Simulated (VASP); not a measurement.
Computed with r2SCAN+rVV10, VASP's PBE PAW potentials (set 64) (plane waves; VASP).

Input for VASP

**POSCAR**
```
AuAl2
1
    0.0000000000     3.0535809699     3.0535809699
    3.0535809699     0.0000000000     3.0535809699
    3.0535809699     3.0535809699     0.0000000000
Al Au
2 1
Direct
  0.2500000000   0.2500000000   0.2500000000
  0.7500000000   0.7500000000   0.7500000000
  0.0000000000   0.0000000000   0.0000000000
```

**KPOINTS**
```
Automatic mesh
0
Gamma
9 9 9
0 0 0
```

### INCAR
```
! general
SYSTEM    =  AuAl2
PREC      =  Accurate
ENCUT     =  520
LREAL     =  .FALSE.
LASPH     =  .TRUE.

! electronic loop
EDIFF     =  1E-7
NELM      =  100
ALGO      =  Normal
LMAXMIX   =  6
LMIXTAU   =  .TRUE.

! smearing
ISMEAR    =  1
SIGMA     =  0.1

! functional
METAGGA   =  R2SCAN
LUSE_VDW  =  .TRUE.
BPARAM    =  11.95
CPARAM    =  0.0093

! ions
ISIF      =  2

! output
LWAVE     =  .FALSE.
LCHARG    =  .FALSE.
```

POTCAR, in this order: Al Au (PBE.64 set). Program: vasp_std.

The run wrote:

**OUTCAR**
```
 ion  position               nearest neighbor table
   1  0.250  0.250  0.250-   3 2.64   3 2.64   3 2.64   3 2.64   2 3.05   2 3.05   2 3.05   2 3.05
                             2 3.05   2 3.05
   2  0.750  0.750  0.750-   3 2.64   3 2.64   3 2.64   3 2.64   1 3.05   1 3.05   1 3.05   1 3.05
                             1 3.05   1 3.05
   3  0.000  0.000  0.000-   2 2.64   2 2.64   2 2.64   1 2.64   2 2.64   1 2.64   1 2.64   1 2.64
  LATTYP: Found a face centered cubic cell.
 ALAT       =     6.1071619398
 Subroutine PRICEL returns:
 Original cell was already a primitive cell.
 Subroutine GETGRP returns: Found 48 space group operations
The static configuration has the point symmetry O_h .
The dynamic configuration has the point symmetry O_h .
 Subroutine INISYM returns: Found 48 space group operations
 Subroutine IBZKPT returns following result:
 Found     35 irreducible k-points:

 Following reciprocal coordinates:
            Coordinates               Weight
  0.000000  0.000000  0.000000      1.000000
  0.111111  0.000000  0.000000      8.000000
  0.222222  0.000000  0.000000      8.000000
  0.333333  0.000000  0.000000      8.000000
  0.444444  0.000000  0.000000      8.000000
  0.111111  0.111111  0.000000      6.000000
  0.222222  0.111111  0.000000     24.000000
  0.333333  0.111111  0.000000     24.000000
  0.444444  0.111111  0.000000     24.000000
 -0.444444  0.111111  0.000000     24.000000
 -0.333333  0.111111  0.000000     24.000000
 -0.222222  0.111111  0.000000     24.000000
 -0.111111  0.111111  0.000000     12.000000
  0.222222  0.222222  0.000000      6.000000
  0.333333  0.222222  0.000000     24.000000
  0.444444  0.222222  0.000000     24.000000
 -0.444444  0.222222  0.000000     24.000000
 -0.333333  0.222222  0.000000     24.000000
 -0.222222  0.222222  0.000000     12.000000
  0.333333  0.333333  0.000000      6.000000
  0.444444  0.333333  0.000000     24.000000
 -0.444444  0.333333  0.000000     24.000000
 -0.333333  0.333333  0.000000     12.000000
  0.444444  0.444444  0.000000      6.000000
 -0.444444  0.444444  0.000000     12.000000
  0.333333  0.222222  0.111111     24.000000
  0.444444  0.222222  0.111111     48.000000
 -0.444444  0.222222  0.111111     48.000000
  0.444444  0.333333  0.111111     24.000000
 -0.444444  0.333333  0.111111     48.000000
 -0.333333  0.333333  0.111111     48.000000
 -0.222222  0.333333  0.111111     24.000000
 -0.444444  0.444444  0.111111     24.000000
 -0.333333  0.444444  0.111111     24.000000
 -0.333333  0.444444  0.222222     24.000000
   k-points           NKPTS =     35   k-points in BZ     NKDIM =     35   number of bands    NBANDS=     12
   number of dos      NEDOS =    301   number of ions     NIONS =      3
   total plane-waves  NPLWV =  32768
   dimension x,y,z NGX =    32 NGY =   32 NGZ =   32
   dimension x,y,z NGXF=    64 NGYF=   64 NGZF=   64
   ions per type =               2   1
   PREC   = accura    normal or accurate (medium, high low for compatibility)
   ISTART =      0    job   : 0-new  1-cont  2-samecut
   ICHARG =      2    charge: 1-file 2-atom 10-const
   ISPIN  =      1    spin polarized calculation?
   LNONCOLLINEAR =      F non collinear calculations
   LSORBIT =      F    spin-orbit coupling
   INIWAV =      1    electr: 0-lowe 1-rand  2-diag
   ENCUT  =  520.0 eV  38.22 Ry    6.18 a.u.   8.03  8.03  8.03*2*pi/ulx,y,z
   NELM   =    100;   NELMIN=  2; NELMDL= -5     # of ELM steps
   EDIFF  = 0.1E-06   stopping-criterion for ELM
   LREAL  =      F    real-space projection
   NLSPLINE    = F    spline interpolate recip. space projectors
   LMAXMIX     =    6 max onsite mixed and CHGCAR
   VOSKOWN=      0    Vosko Wilk Nusair interpolation
   EDIFFG = 0.1E-05   stopping-criterion for IOM
...
```

**OSZICAR**
```
       N       E                     dE             d eps       ncg     rms          rms(c)
DAV:   1     0.600650486337E+01    0.60065E+01   -0.71033E+03   856   0.120E+03
DAV:   2    -0.682144472662E+02   -0.74221E+02   -0.67077E+02   940   0.206E+02
DAV:   3    -0.704577968312E+02   -0.22433E+01   -0.22108E+01  1032   0.351E+01
DAV:   4    -0.704782311514E+02   -0.20434E-01   -0.20424E-01  1000   0.393E+00
DAV:   5    -0.704785714351E+02   -0.34028E-03   -0.34028E-03  1040   0.546E-01    0.971E+00
DAV:   6    -0.651066417210E+02    0.53719E+01   -0.92164E+00   948   0.359E+01    0.565E+00
DAV:   7    -0.649942279862E+02    0.11241E+00   -0.65888E-01   896   0.915E+00    0.237E+00
DAV:   8    -0.650707592029E+02   -0.76531E-01   -0.13983E-01   880   0.279E+00    0.606E-01
DAV:   9    -0.650420502342E+02    0.28709E-01   -0.56671E-02   852   0.204E+00    0.178E-01
DAV:  10    -0.650780054514E+02   -0.35955E-01   -0.20146E-02   852   0.122E+00    0.127E-01
DAV:  11    -0.650776772316E+02    0.32822E-03   -0.89937E-04   956   0.326E-01    0.636E-02
DAV:  12    -0.650781377128E+02   -0.46048E-03   -0.81282E-04   880   0.335E-01    0.111E-02
DAV:  13    -0.650781164229E+02    0.21290E-04   -0.17609E-04   908   0.166E-01    0.889E-03
DAV:  14    -0.650781130750E+02    0.33479E-05   -0.23288E-06  1036   0.175E-02    0.615E-03
DAV:  15    -0.650781118389E+02    0.12362E-05   -0.61850E-07   968   0.853E-03    0.109E-03
DAV:  16    -0.650781117012E+02    0.13765E-06   -0.18730E-07   808   0.486E-03    0.396E-04
DAV:  17    -0.650781116596E+02    0.41682E-07   -0.55472E-08   500   0.271E-03
   1 F= -.65078112E+02 E0= -.65077802E+02  d E =-.929658E-03
```

**OUTCAR**
```
------------------------ aborting loop because EDIFF is reached ----------------------------------------
  FORCE on cell =-STRESS in cart. coord.  units (eV):
  Direction    XX          YY          ZZ          XY          YZ          ZX
  --------------------------------------------------------------------------------------
  Total       -2.1298234     -2.1298234     -2.1298234      0.0000000     -0.0000000      0.0000000
  in kB      -59.9233185    -59.9233185    -59.9233185      0.0000000     -0.0000000      0.0000000
  external PRESSURE =     -59.9233185 kB  Pullay stress =       0.0000000 kB
  volume of cell :       56.95
      direct lattice vectors                 reciprocal lattice vectors
     0.000000000  3.053580970  3.053580970    -0.163742178  0.163742178  0.163742178
     3.053580970  0.000000000  3.053580970     0.163742178 -0.163742178  0.163742178
     3.053580970  3.053580970  0.000000000     0.163742178  0.163742178 -0.163742178
 POSITION                                       TOTAL-FORCE (eV/Angst)
 -----------------------------------------------------------------------------------
      1.52679      1.52679      1.52679        -0.000000     -0.000000     -0.000000
      4.58037      4.58037      4.58037         0.000000      0.000000      0.000000
      0.00000      0.00000      0.00000        -0.000000     -0.000000      0.000000
 -----------------------------------------------------------------------------------
    total drift:                                0.000000     -0.000000      0.000000
  FREE ENERGIE OF THE ION-ELECTRON SYSTEM (eV)
  ---------------------------------------------------
  free  energy   TOTEN  =       -65.0781116596 eV

  energy  without entropy=      -65.0771820018  energy(sigma->0) =      -65.07780177
```
(Selected blocks of OUTCAR.)

**OUTCAR**
```
 val. band max:        7.0653536868   @ k =  -0.1111   0.1111   0.0000

 cond. band min:       7.1442944131   @ k =   0.4444   0.2222   0.1111


 Fermi energy:         7.1086828667

 k-point     1 :       0.0000    0.0000    0.0000
  band No.  band energies     occupation
      1      -3.6124      2.00000
      2       0.4618      2.00000
      3       0.4618      2.00000
      4       0.4618      2.00000
      5       1.4080      2.00000
      6       1.4080      2.00000
      7       9.5882      0.00000
      8      10.1274      0.00000
      9      10.1274      0.00000
     10      10.1274      0.00000
     11      11.0348      0.00000
     12      11.0348      0.00000

 k-point     2 :       0.1111    0.0000    0.0000
  band No.  band energies     occupation
      1      -3.4485      2.00000
      2       0.4105      2.00000
      3       0.5023      2.00000
      4       0.5023      2.00000
      5       1.4006      2.00000
      6       1.4006      2.00000
      7       7.9893     -0.00000
      8       9.4989      0.00000
      9       9.4989      0.00000
     10       9.7741      0.00000
     11      11.6763      0.00000
     12      11.6764      0.00000

 k-point     3 :       0.2222    0.0000    0.0000
  band No.  band energies     occupation
      1      -2.9735      2.00000
      2       0.2993      2.00000
      3       0.5956      2.00000
      4       0.5956      2.00000
      5       1.4015      2.00000
      6       1.4015      2.00000
      7       5.6114      2.00000
      8       8.6534     -0.00000
      9       8.6534     -0.00000
     10      10.0100      0.00000
     11      11.6900      0.00000
     12      11.6900      0.00000

 k-point     4 :       0.3333    0.0000    0.0000
  band No.  band energies     occupation
      1      -2.2672      2.00000
      2       0.2452      2.00000
      3       0.6744      2.00000
      4       0.6744      2.00000
      5       1.4507      2.00000
      6       1.4507      2.00000
...
```

Unless said otherwise, spin-orbit coupling is left out, though it shifts the bands of the heavy elements here.

The compound is AuAl2 in the fluorite structure. This cell is one point of a volume scan, at 1.06 of the reference volume. The electron count is odd and the run is not spin-polarised, which forces a metal.
